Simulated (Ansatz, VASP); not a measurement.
**AlN (AlN (P6_3mc)): VASP beside Ansatz**

Wanted: the spread between two codes on one cell, functional and k mesh. The cell is taken from a series of runs on this material, whose earlier steps may have relaxed, scaled, displaced or heated it; both programs get it as it stands.

Calculated with Ansatz 0.2.0; plane waves, with VASP 6.6.1 beside it; single point at HSE06 form with 33 % exact exchange, screening 0.20787 1/A with an exact-exchange share of 0.33.

### 1. Set-up

It takes space group P6_3mc (No. 186, hexagonal). Conventional cell: a = 3.130 Å, b = 3.130 Å, c = 5.018 Å, α = 90.00°, β = 90.00°, γ = 120.00°. Nearest to Al lie 4 N at 1.90 to 1.91 Å. Nearest to N lie 4 Al at 1.90 to 1.91 Å. Farther neighbours and most contacts between anions are not listed.

As a file:

```xyz
16
Lattice="-4.6954 2.7109 5.0180 4.6954 -2.7109 5.0180 1.5651 2.7109 -5.0180" Properties=species:S:1:pos:R:3 pbc="T T T"
Al    0.0000    1.8072   -0.0039
Al    1.5651   -0.9036    5.0141
Al   -3.1302    1.8072    5.0141
Al    0.0000    1.8072    5.0141
Al   -1.5651    0.9036    2.5051
Al    1.5651    0.9036    2.5051
Al   -3.1302    3.6145    2.5051
Al   -1.5651    0.9036    7.5231
N     1.5651   -0.9036    1.9107
N     4.6954   -0.9036    1.9107
N     0.0000    1.8072    1.9107
N     1.5651   -0.9036    6.9287
N     1.5651    0.9036   -0.5983
N     3.1302   -1.8072    4.4197
N    -1.5651    0.9036    4.4197
N     1.5651    0.9036    4.4197
```

### 2. Ansatz: single point, HSE06 form with 33 % exact exchange, screening 0.20787 1/A with an exact-exchange share of 0.33

Ansatz runs on its default PAW (the set named soft_2) files.

A single point gives forces, pressure and levels at one fixed geometry, so differences don't come from the geometry; what else differs is listed under the comparison.

Contents of input.yaml:

```yaml
crystal:
  lattice:
    - [-4.6953534, 2.71086355, 5.01800696]
    - [4.6953534, -2.71086355, 5.01800696]
    - [1.5651178, 2.71086355, -5.01800696]
  atoms:
    - { symbol: Al, position: [0.332948327, 0.16628166, 0.5] }
    - { symbol: Al, position: [0.332948327, 0.66628166, -1.166929741753e-17] }
    - { symbol: Al, position: [0.832948327, 0.16628166, -1.504471754957e-16] }
    - { symbol: Al, position: [0.832948327, 0.66628166, 0.5] }
    - { symbol: Al, position: [0.41628166, 0.082948327, -7.512284272429e-17] }
    - { symbol: Al, position: [0.41628166, 0.582948327, 0.5] }
    - { symbol: Al, position: [0.91628166, 0.082948327, 0.5] }
    - { symbol: Al, position: [0.91628166, 0.582948327, 7.953982350487e-17] }
    - { symbol: "N", position: [0.02371834, 0.357051673, 3.914142018905e-17] }
    - { symbol: "N", position: [0.02371834, 0.857051673, 0.5] }
    - { symbol: "N", position: [0.52371834, 0.357051673, 0.5] }
    - { symbol: "N", position: [0.52371834, 0.857051673, -1.947739722006e-16] }
    - { symbol: "N", position: [0.107051673, 0.27371834, 0.5] }
    - { symbol: "N", position: [0.107051673, 0.77371834, -1.194496394292e-16] }
    - { symbol: "N", position: [0.607051673, 0.27371834, 1.932823864893e-17] }
    - { symbol: "N", position: [0.607051673, 0.77371834, 0.5] }
basis:
  ecutwfc: 420.0
  ecutrho_ratio: 4
  xc_grid: 2
  fft_grid_basis: typed
  precision: f64
kpoints:
  mp_grid: { grid: [2, 2, 2] }
  band_path: { path: [VBM, CBM], npoints: 1 }
hamiltonian:
  xc:
    exchange: pbe
    correlation: pbe
    exx: { coeff: 0.33, omega: 0.2078698737088 }
  pseudopotentials: { kind: paw }
scf:
  max_iter: 120
  occupations: { method: fixed }
output:
  forces: true
checkpoint:
  write: "../host.point.run"
  compress: false
  write_wavefunctions: true
  write_every: 100000
```

Launch:

```console
ansatz run input.yaml --threads 4 --pin off --max-ram 7536MiB --backend cpu --events-out ev --progress --plain --runs-dir out
```

Numbers of over 12 decimals in the logs are rounded to 6 here.

Output:

```text
exact exchange: scf.exx.singularity resolves to wigner_seitz, which cuts the screened interaction at the faces of the exchange supercell's Wigner-Seitz cell, so that each pair interacts once, at the shortest of its separations (the periodic images that this leaves out come, for a point-like exchange hole, to about 0.001 eV on a filled level). The cut falls within the interaction's reach, and what an exchange supercel [...]
Engine: ansatz 0.2.0, aarch64-unknown-linux-gnu
Pseudopotentials: kind: paw
Pseudopotential: Al, paw, valence charge 3, recommended cutoff 420 eV (normal), Al.paw.azcp
Pseudopotential: N, paw, valence charge 5, recommended cutoff 420 eV (normal), N.paw.azcp
Functional definition: unnamed
  parameter a_1 = 0.33
  parameter omega_1 = 0.207870/angstrom
  exchange = pbe_x + (-a_1)*pbe_x_sr(omega_1) + a_1*exact_x_sr(omega_1)
  correlation = pbe_c
davidson cushion auto → on  (no smearing: the cushion is to keep the highest requested band from converging to the state above it; pin scf.eigensolver.cushion to override)
Crystal: 16 atoms, lattice volume = 170.324 Å³
Basis set: ecut = 420 eV, 3357 PW (Γ), exchange–correlation on 100×100×80 points (8 copies of the dense FFT grid, shifted against one another)
Bands: 48, of which v1, the nominal top of the filled ones, is band 32 counted from 1 (31 counted from 0)
Symmetry: 16 space group operations
Space group: P63mc (ITA 186), of the structure as read, at distance tolerance 5.5e-5 Å
k-points: 5 of 8
Non-local potential: Al, projectors of the file, l = 0: 2, l = 1: 2, l = 2: 1
Non-local potential: N, projectors of the file, l = 0: 2, l = 1: 2, l = 2: 1
PAW form: soft (Blöchl's): semilocal exchange-correlation on the pseudo side does not see the compensation charge
PAW frozen core: Al, regenerated for the run's functional, and the local potential with it (the file was generated under x = pbe(κ = 0.804, μ = 0.219515), c = pbe(β = 0.066725))
PAW frozen core: N, regenerated for the run's functional, and the local potential with it (the file was generated under x = pbe(κ = 0.804, μ = 0.219515), c = pbe(β = 0.066725))
PAW one-centre angular grid: Al, 110 points (default); XC on 64 Gauss nodes
PAW one-centre angular grid: N, 110 points (default); XC on 64 Gauss nodes
Initial density: superposition of atomic densities (neutral atoms: chi_scale 0, normalization atom), corrected by the library's trained network
Initial wavefunctions: pseudopotential atomic-orbital guess
Functional: x = pbe(κ = 0.804, μ = 0.219515), c = pbe(β = 0.066725), warm-up for x = pbe(κ = 0.804, μ = 0.219515) + 0.33 (exact − pbe) at short range (hse, ω = 0.207870 Å⁻¹), c = pbe(β = 0.066725)
SCF iter   1: F=—  HF=-7393.849374 eV  |F-HF|=—  |Δ(HF+E_count)|=         —  Δρ=1.33e-3  dr2=2.41e-3  ethr=1.77e-3  ⟨swp⟩=8.4  Hψ=1334  notcnv=0
preconditioner: auto → none  [insulator: Δε(μ)=4.032 eV  Ē_g=12.983 eV  n_scr=34 (ndim 8)  ℏωp=22.8 eV  f_vac=0.000]
SCF iter   2: F=-7393.851620 eV  HF=-7393.851757 eV  |F-HF|=1.37e-4  |Δ(HF+E_count)|=   2.38e-3  Δρ=7.83e-4  dr2=6.62e-4  ethr=3.77e-6  ⟨swp⟩=6.0  Hψ=978  notcnv=0  defer=3
SCF 1 stopped early in 2 iterations: F = -7393.851620 eV  dr2 = 6.62e-4
  greatest PAW one-centre occupation: 0.786 electrons in one spin orbital (limit 2), on the N atom at site 15 (counted from 0), in its partial waves of l = 0
Initial density: handed on by an earlier stage of this run
Initial wavefunctions: those handed on with the density
Functional: x = pbe(κ = 0.804, μ = 0.219515) + 0.33 (exact − pbe) at short range (hse, ω = 0.207870 Å⁻¹), c = pbe(β = 0.066725)
Exchange kernel: α = 0.3300, screened, ω = 0.2079 Å⁻¹, Wigner–Seitz truncation, v(0) = 962.2548 eV·Å³, q-mesh 2×2×2, nearest image of the exchange supercell L = 11.83 Å, pair-density grid 32×40×36, without the augmentation charges, whose exchange is taken in its separable form by FFT convolution over the k-point mesh (the finest that the files' search goes to), smooth part of the exact exchange by density-matrix convolution
Frozen-core exchange: fock
SCF iter   1: F=—  HF=-7398.755084 eV  |F-HF|=—  |Δ(HF+E_count)|=         —  Δρ=8.54e-3  dr2=5.50e-2  ethr=1.03e-5  ⟨swp⟩=8.0  Hψ=1286  notcnv=0
preconditioner: auto → none  [insulator: Δε(μ)=5.763 eV  Ē_g=15.592 eV  n_scr=34 (ndim 8)  ℏωp=22.8 eV  f_vac=0.000]
SCF iter   2: F=—  HF=-7398.732398 eV  |F-HF|=—  |Δ(HF+E_count)|=   2.27e-2  Δρ=3.58e-3  dr2=1.51e-2  ethr=1.03e-5  ⟨swp⟩=3.0  Hψ=757  notcnv=0
iter 3 solved again at ethr=9.35e-7 eV; its pass at ethr=1.03e-5 eV (dr2=5.99e-4 eV) is discarded
SCF iter   3: F=—  HF=-7398.727252 eV  |F-HF|=—  |Δ(HF+E_count)|=   5.15e-3  Δρ=7.18e-4  dr2=5.87e-3  ethr=9.35e-7  ⟨swp⟩=4.0  Hψ=1184  notcnv=0
eigensolver tolerance schedule calibrated: the retry pair's looser diagonalisation under-reported the residual by θ = 0.17 (0.16/decade); ethr = c·dr2/N_el runs at the constant in force after the calibration composes with the one it found (an armed cap, an earlier calibration), c = 3.9e-2
SCF iter   4: F=—  HF=-7398.771651 eV  |F-HF|=—  |Δ(HF+E_count)|=   4.44e-2  Δρ=8.14e-4  dr2=9.57e-4  ethr=4.39e-7  ⟨swp⟩=5.6  Hψ=1059  notcnv=0
SCF iter   5: F=—  HF=-7398.771395 eV  |F-HF|=—  |Δ(HF+E_count)|=   2.56e-4  Δρ=8.32e-5  dr2=1.49e-4  ethr=4.39e-7  ⟨swp⟩=3.0  Hψ=636  notcnv=0
SCF iter   6: F=—  HF=-7398.772280 eV  |F-HF|=—  |Δ(HF+E_count)|=   8.85e-4  Δρ=1.86e-4  dr2=8.25e-5  ethr=4.39e-9  ⟨swp⟩=7.4  Hψ=1142  notcnv=0  defer=4
SCF iter   7: F=-7398.772254 eV  HF=-7398.772255 eV  |F-HF|=4.14e-7  |Δ(HF+E_count)|=   2.55e-5  Δρ=6.93e-6  dr2=5.57e-6  ethr=4.39e-9  ⟨swp⟩=4.0  Hψ=965  notcnv=0
SCF 2 stopped early in 7 iterations: F = -7398.772254 eV  dr2 = 5.57e-6
  Residual-converged pass: ⟨swp⟩=3.0  Hψ=572  notcnv=0  max |occ|·‖R‖ = 6.1e-6 eV (tolerance 6.7e-6 eV)  dr2=5.57e-6  dr2_onsite=9.84e-9  max |Δocc| = 0.0e0
hybrid outer 1: dexx = +5.093e-2 eV, tail = 7.55e-5 eV
Exchange kernel: α = 0.3300, screened, ω = 0.2079 Å⁻¹, Wigner–Seitz truncation, v(0) = 962.2548 eV·Å³, q-mesh 2×2×2, nearest image of the exchange supercell L = 11.83 Å, pair-density grid 32×40×36, without the augmentation charges, whose exchange is taken in its separable form by FFT convolution over the k-point mesh (the finest that the files' search goes to), smooth part of the exact exchange by density-matrix convolution
Frozen-core exchange: fock
SCF iter   1: F=—  HF=-7398.772193 eV  |F-HF|=—  |Δ(HF+E_count)|=         —  Δρ=3.40e-5  dr2=7.10e-7  ethr=5.90e-7  ⟨swp⟩=3.0  Hψ=603  notcnv=0
preconditioner: auto → none  [insulator: Δε(μ)=5.846 eV  Ē_g=15.618 eV  n_scr=34 (ndim 8)  ℏωp=22.8 eV  f_vac=0.000]
SCF iter   2: F=—  HF=-7398.772194 eV  |F-HF|=—  |Δ(HF+E_count)|=   1.29e-6  Δρ=1.54e-5  dr2=2.55e-7  ethr=3.66e-10  ⟨swp⟩=6.4  Hψ=1035  notcnv=0  defer=12
SCF iter   3: F=—  HF=-7398.772194 eV  |F-HF|=—  |Δ(HF+E_count)|=   1.27e-9  Δρ=4.71e-6  dr2=1.29e-8  ethr=1.37e-10  ⟨swp⟩=3.8  Hψ=745  notcnv=0  defer=1
SCF iter   4: F=-7398.772194 eV  HF=-7398.772194 eV  |F-HF|=3.43e-10  |Δ(HF+E_count)|=   5.94e-8  Δρ=9.99e-7  dr2=7.62e-10  ethr=5.85e-12  ⟨swp⟩=6.2  Hψ=1022  notcnv=0  defer=12  reapply=1
SCF 3 converged in 4 iterations: F = -7398.772194 eV  dr2 = 7.62e-10
  Residual-converged pass: ⟨swp⟩=2.0  Hψ=446  notcnv=0  max |occ|·‖R‖ = 1.2e-6 eV (tolerance 1.3e-6 eV)  dr2=7.66e-10  dr2_onsite=8.26e-11  max |Δocc| = 0.0e0
hybrid outer 2: dexx = +9.596e-7 eV, tail = 2.66e-8 eV, Δε = 1.14e-3 eV (about 2.37e-5 eV left of the loop's levels), ΔF = 4.60e-5 eV/Å (tail 4.99e-5)
NSCF: frozen V_eff on 46 k-points
NSCF: frozen V_eff on 46 k-points
[...]
hybrid SCF converged: 2 outer / 11 inner (+2 warm-up), last move |dexx| = 9.60e-7 eV, tail = 2.66e-8 eV
Stability not checked: this state was not tested for a lower state beside it, because the functional holds exact exchange (a hybrid, or Hartree-Fock), whose exchange loop this test does not read (fock_operator; see scf.lower_state_search)
Free energy (F): -7398.772195 eV
Frozen-core exchange: fock
Harris-Foulkes:  -7398.772195 eV  (|F-HF|=3.43e-10)
Internal energy: -7398.772195 eV  (E = F + TS)
E sigma→0 (E₀):  -7398.772195 eV
Fermi energy:    5.740188 eV
--- Per-component energies (eV) ---
  E_band       = -6.935016
  E_kinetic    = 1275.078553
  E_local      = -1802.790096  (includes V_loc(G=0)·N_el)
  E_nonlocal   = 428.971372
  E_hartree    = 630.248133
  E_xc         = -610.048697
  E_vxc        = -639.753481  (∫ρ·V_xc dr)
  E_exx        = -188.845842  (= α·E_x^exact, valence–valence)
  E_paw        = -4778.486861  (= ΣΔE_a)
  E_vpaw       = -151.244800  (= ΣTr[D̂ρ^β])
  E_aug_tail   = 0.000772  (compensation charges beyond the density's cutoff)
  E_ewald      = -2352.196128
  E_core_change = -0.703401  (= ΣΔE_core)
  E_smearing   = -0.000000  (= −TS)
  E_closure    = -0.000000  (closes the sum)
  Σ components = -7398.772195   (vs F -7398.772195, Δ=-9.09e-13)
--- Forces (eV/Å), atoms counted from 1 ---
  atom   1  Al     0.00262776    -0.00151714    -0.00939551
  atom   2  Al     0.00262776    -0.00151714    -0.00939551
  atom   3  Al     0.00262776    -0.00151714    -0.00939551
  atom   4  Al     0.00262776    -0.00151714    -0.00939551
  atom   5  Al    -0.00262776     0.00151714    -0.00939551
  atom   6  Al    -0.00262776     0.00151714    -0.00939551
  atom   7  Al    -0.00262776     0.00151714    -0.00939551
  atom   8  Al    -0.00262776     0.00151714    -0.00939551
  atom   9  N      0.01324371    -0.00764626     0.00938945
  atom  10  N      0.01324371    -0.00764626     0.00938945
  atom  11  N      0.01324371    -0.00764626     0.00938945
  atom  12  N      0.01324371    -0.00764626     0.00938945
  atom  13  N     -0.01324371     0.00764626     0.00938945
  atom  14  N     -0.01324371     0.00764626     0.00938945
  atom  15  N     -0.01324371     0.00764626     0.00938945
  atom  16  N     -0.01324371     0.00764626     0.00938945
  max |Σ_I F_I| component: 4.85e-5 eV/Å
--- Band table (eV; the first three rows and the last of 5) ---
  k-point 0: bands = [... 28 lower, 4.9690, 5.5050, 5.5075, 5.7402, 11.5859, 12.7538, 12.7538, 12.7538, ... 7 higher]
  k-point 1: bands = [... 28 lower, 4.5928, 4.5928, 4.5928, 4.5928, 13.1918, 13.1918, 14.0633, 14.0633, ... 7 higher]
  k-point 2: bands = [... 28 lower, 5.0427, 5.0427, 5.0646, 5.0646, 13.5282, 13.5282, 13.6683, 13.6683, ... 7 higher]
  k-point 4: bands = [... 28 lower, 5.1327, 5.1327, 5.1329, 5.1329, 12.7521, 12.7521, 13.2665, 13.2665, ... 7 higher]
  guard bands above this table: 5 of the run's 48 bands. The solve was not asked for them (output.publish_guard_bands: true or output.eigenvalues: true publishes all)
```

(Part 1 of 2 ends here.)

[Lines on the potential files, build, host, timing and source positions are cut from VASP's logs without a mark.]

[Logs are printed without paths, hosts, clocks, repeated set-up lines and the standing remarks that a program may print on its own settings, such as how far it seeks lower states.]

[Hosts, paths, dates, database ids (printed as entryN), source tags and the programs' standing remarks are cut or masked in the printed files.]
